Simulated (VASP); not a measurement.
Given:

```yaml
crystal:
  lattice:
    - [-1.94550, 1.94550, 5.00074]
    - [1.94550, -1.94550, 5.00074]
    - [1.94550, 1.94550, -5.00074]
  atoms:
    - { symbol: Dy, position: [0.00000, 0.00000, 0.00000] }
    - { symbol: Co, position: [0.25000, 0.75000, 0.50000] }
    - { symbol: Co, position: [0.75000, 0.25000, 0.50000] }
    - { symbol: Ge, position: [0.62732, 0.62732, 0.00000] }
    - { symbol: Ge, position: [0.37268, 0.37268, 0.00000] }
```

Computed with PBEsol GGA, VASP's PBE PAW potentials (set 64) (plane waves; VASP 6.6.1). Numerical set-up: 400 eV cut-off, 10×10×10 Γ-centred mesh, first-order Methfessel-Paxton smearing of 0.10 eV, potentials Dy_3 Co Ge_d.

The 4f electrons are frozen in the core of the lanthanide potential, so 4f levels, which can set the real gap, and their magnetism are missing.

Predict the energy per atom (σ→0), band gap (on the k-mesh) with the smallest direct gap where there is one.

```yaml
band gap (on the k-mesh): none (metal, semimetal or under 0.01 eV)
energy per atom (σ→0): -6.744 eV/atom
```

Only differences to runs with the same potentials and settings are physical.

The structure comes from a computed database's Co2DyGe2 entry (I4/mmm); how it stands against other phases isn't given here. It was relaxed first. The start is the result of an earlier pass. The run is not spin-polarised, so no magnetic state was tried. The electron count is odd and the run is not spin-polarised, which forces a metal.
